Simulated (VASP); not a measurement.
A VASP calculation is set up with these files.

**POSCAR**
```
AlCo
5.63880
  0.5000000000   0.0000000000   0.0000000000
  0.0000000000   0.5000000000   0.0000000000
  0.0000000000   0.0000000000   0.5000000000
Al Co
1 1
Cart
  0.0022510000  -0.0002305000  -0.0019040000
  0.2477490000   0.2502305000   0.2519040000
```

INCAR:
```
! general
SYSTEM =AlCo
PREC   =Accurate
ENCUT  =300
LREAL  =.False.
LASPH  =.True.

! electronic loop
EDIFF  =1E-6
NELM   =100
ALGO   =Normal
LMAXMIX=4

! smearing
ISMEAR =1
SIGMA  =0.272

! functional
GGA    =PE

! ions
ISIF   =2

! output
LWAVE  =.False.
LCHARG =.False.
```

File KPOINTS:
```
Automatic mesh
0
Gamma
4 4 4
0 0 0
```

POTCAR, in this order: Al Co (PBE.64 set). Program: vasp_std.

Q: Translate this PBE calculation to Ansatz.

A: One equivalent input (not run):
Ansatz 0.2 input:
```yaml
crystal:
  lattice:
    - [2.8194000, 0.0000000, 0.0000000]
    - [0.0000000, 2.8194000, 0.0000000]
    - [0.0000000, 0.0000000, 2.8194000]
  atoms:
    - { symbol: Al, position: [0.0045020, -0.0004610, -0.0038080] }
    - { symbol: Co, position: [0.4954980, 0.5004610, 0.5038080] }
kpoints:
  mp_grid: { grid: [4, 4, 4] }
hamiltonian:
  xc: pbe
  pseudopotentials: { kind: paw }
scf:
  occupations: { method: methfessel_paxton, width: 0.272 }
  max_iter: 100
output: { forces: true, stress: true, eigenvalues: true }
```
What does not carry over: each code has its own PAW files, so the cut-off isn't converted (ENCUT is set for VASP's; basis.ecutwfc is left out, and Ansatz then takes the one that its files recommend); Ansatz stops its SCF on the density residual and VASP on the energy change (EDIFF).

The structure comes from a computed database's AlCo entry; how it stands against other phases isn't given here. The cell was not relaxed at this level, atoms are displaced from their ideal sites. The k-mesh is coarse (spacing up to 0.56 per Å, 2π included), so the numbers may not be converged in it. The run is one of a series of settings (KPOINTS 4×4×4 Γ-centred mesh against the base run), some of them coarse on purpose.
